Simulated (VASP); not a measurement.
A VASP calculation is set up with these files.

### POSCAR
```
CdSe
1
    2.1309352523    -3.6908878804     0.0000000000
    2.1309352523     3.6908878804     0.0000000000
    0.0000000000     0.0000000000     6.9508202996
Cd Se
2 2
Direct
  0.6666670000   0.3333330000   0.5000209817
  0.3333330000   0.6666670000   0.0000209817
  0.6666670000   0.3333330000   0.8759790183
  0.3333330000   0.6666670000   0.3759790183
```

**KPOINTS**
```
Automatic mesh
0
Gamma
6 6 3
0 0 0
```

INCAR:
```
# general
SYSTEM =CdSe
PREC   =Accurate
ENCUT  =500
LREAL  =.False.   # projection in real space or not
LASPH  =.True.

# electronic loop
EDIFF  =1E-6   # SCF stop (eV)
NELM   =100
ALGO   =Normal   # blocked Davidson
LMAXMIX=4   # l cut-off of mixed one-centre charges

# smearing
ISMEAR =0   # Gaussian
SIGMA  =0.05

# functional
GGA    =PE

# ions
IBRION =2
NSW    =40   # most ionic steps
ISIF   =3   # ions, shape and volume
EDIFFG =-0.02   # ionic stop
PSTRESS=100   # kbar

# output
LWAVE  =.False.
LCHARG =.False.
```

POTCAR, in this order: Cd Se (PBE.64 set). Program: vasp_std.

Problem. Translate this PBE calculation to Ansatz.

Solution. One equivalent input (not run):
Ansatz 0.2 input:
```yaml
crystal:
  lattice:
    - [2.1309353, -3.6908879, 0.0000000]
    - [2.1309353, 3.6908879, 0.0000000]
    - [0.0000000, 0.0000000, 6.9508203]
  atoms:
    - { symbol: Cd, position: [0.6666670, 0.3333330, 0.5000210] }
    - { symbol: Cd, position: [0.3333330, 0.6666670, 0.0000210] }
    - { symbol: Se, position: [0.6666670, 0.3333330, 0.8759790] }
    - { symbol: Se, position: [0.3333330, 0.6666670, 0.3759790] }
kpoints:
  mp_grid: { grid: [6, 6, 3] }
hamiltonian:
  xc: pbe
  pseudopotentials: { kind: paw }
scf:
  occupations: { method: gaussian, width: 0.05 }
  max_iter: 100
relax:
  max_steps: 40
  f_tol: 0.02
  cell: { p_target: 10 }
output: { forces: true, stress: true, eigenvalues: true }
```
Limits of the translation: each code has its own PAW files, so the cut-off isn't converted (ENCUT is set for VASP's; basis.ecutwfc is left out, and Ansatz then takes the one that its files recommend); Ansatz stops its SCF on the density residual and VASP on the energy change (EDIFF).

The compound is CdSe in the wurtzite structure. This run relaxes it under an external pressure of 10 GPa. Symmetry was kept, so distortions that lower it aren't found.
